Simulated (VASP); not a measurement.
Computed with PBE GGA, VASP's PBE PAW potentials (set 64) (plane waves; VASP 6.6.1).

VASP ran on this input.

INCAR:
```
# general
SYSTEM   =  CoGe
PREC     =  Accurate
ENCUT    =  400
LREAL    =  .FALSE.   # projection in real space or not
LASPH    =  .TRUE.   # aspherical one-centre terms

# electronic loop
EDIFF    =  1E-6   # SCF stop (eV)
NELM     =  100   # most electronic steps
ALGO     =  Normal
LMAXMIX  =  4

# smearing
ISMEAR   =  1   # Methfessel-Paxton
SIGMA    =  0.1   # width (eV)

# functional
GGA      =  PE   # PBE

# spin
ISPIN    =  2
MAGMOM   =  5.0 0.0

# ions
ISIF     =  2

# output
LWAVE    =  .FALSE.
LCHARG   =  .FALSE.
LORBIT   =  10
```

**POSCAR**
```
CoGe
1.0
  2.8699690000   0.0000000000   0.0000000000
  0.0000000000   2.8699690000   0.0000000000
  0.0000000000   0.0000000000   2.8699690000
Co Ge
1 1
Cartesian
  0.0000000000   0.0000000000   0.0000000000
  1.4349845000   1.4349845000   1.4349845000
```

### KPOINTS
```
K-points
0
gamma
  11 11 11
0 0 0
```

POTCAR, in this order: Co Ge_d (PBE.64 set). Program: vasp_std.

Output

OSZICAR:
```
       N       E                     dE             d eps       ncg     rms          rms(c)
DAV:   1     0.110831068709E+03    0.11083E+03   -0.92586E+03  4502   0.286E+03
DAV:   2    -0.112525897049E+01   -0.11196E+03   -0.10814E+03  4050   0.375E+02
DAV:   3    -0.108394460054E+02   -0.97142E+01   -0.95978E+01  4310   0.959E+01
DAV:   4    -0.110264639744E+02   -0.18702E+00   -0.18686E+00  4628   0.138E+01
DAV:   5    -0.110322728892E+02   -0.58089E-02   -0.58085E-02  4882   0.227E+00    0.183E+01
DAV:   6    -0.161145904896E+02   -0.50823E+01   -0.44745E+01  4608   0.745E+01    0.199E+01
DAV:   7    -0.115370390591E+02    0.45776E+01   -0.16336E+01  4298   0.553E+01    0.231E+00
DAV:   8    -0.115772973334E+02   -0.40258E-01   -0.55907E-01  5054   0.693E+00    0.150E+00
DAV:   9    -0.115658599474E+02    0.11437E-01   -0.48797E-02  5092   0.223E+00    0.842E-01
DAV:  10    -0.115634301361E+02    0.24298E-02   -0.26057E-03  4954   0.484E-01    0.227E-01
DAV:  11    -0.115629217551E+02    0.50838E-03   -0.22437E-03  6126   0.491E-01    0.968E-02
DAV:  12    -0.115629227191E+02   -0.96402E-06   -0.15620E-04  5654   0.184E-01    0.486E-02
DAV:  13    -0.115629282307E+02   -0.55116E-05   -0.54811E-05  5738   0.104E-01    0.274E-02
DAV:  14    -0.115629285452E+02   -0.31443E-06   -0.93388E-06  4646   0.287E-02
   1 F= -.11562929E+02 E0= -.11562599E+02  d E =-.987240E-03  mag=     0.7256
```

**OUTCAR**
```
------------------------ aborting loop because EDIFF is reached ----------------------------------------
  FORCE on cell =-STRESS in cart. coord.  units (eV):
  Direction    XX          YY          ZZ          XY          YZ          ZX
  --------------------------------------------------------------------------------------
  Total        1.4345236      1.4345236      1.4345236      0.0000000      0.0000000      0.0000000
  in kB       97.2269508     97.2269508     97.2269508      0.0000000      0.0000000      0.0000000
  external PRESSURE =      97.2269508 kB  Pullay stress =       0.0000000 kB
  volume of cell :       23.64
      direct lattice vectors                 reciprocal lattice vectors
     2.869969000  0.000000000  0.000000000     0.348435819  0.000000000  0.000000000
     0.000000000  2.869969000  0.000000000     0.000000000  0.348435819  0.000000000
     0.000000000  0.000000000  2.869969000     0.000000000  0.000000000  0.348435819
 POSITION                                       TOTAL-FORCE (eV/Angst)
 -----------------------------------------------------------------------------------
      0.00000      0.00000      0.00000         0.000000      0.000000      0.000000
      1.43498      1.43498      1.43498         0.000000      0.000000      0.000000
 -----------------------------------------------------------------------------------
    total drift:                               -0.000000      0.000000      0.000000
  FREE ENERGIE OF THE ION-ELECTRON SYSTEM (eV)
  ---------------------------------------------------
  free  energy   TOTEN  =       -11.5629285452 eV

  energy  without entropy=      -11.5619413055  energy(sigma->0) =      -11.56259947

 total charge

# of ion       s       p       d       tot
------------------------------------------
    1        0.398   0.489   7.535   8.422
    2        1.119   1.227  10.140  12.486
--------------------------------------------------
tot          1.517   1.716  17.675  20.908

 magnetization (x)

# of ion       s       p       d       tot
------------------------------------------
    1        0.010   0.000   0.724   0.734
    2        0.004   0.010  -0.010   0.004
--------------------------------------------------
tot          0.014   0.010   0.714   0.738
```
(Selected blocks of OUTCAR.)

The structure was generated: CoGe was put into the CsCl type (Pm-3m), which need not be its known phase. The cell was not relaxed at this level. The run is one of a series of settings (MAGMOM = 5.0 0.0 against the base run), some of them coarse on purpose.
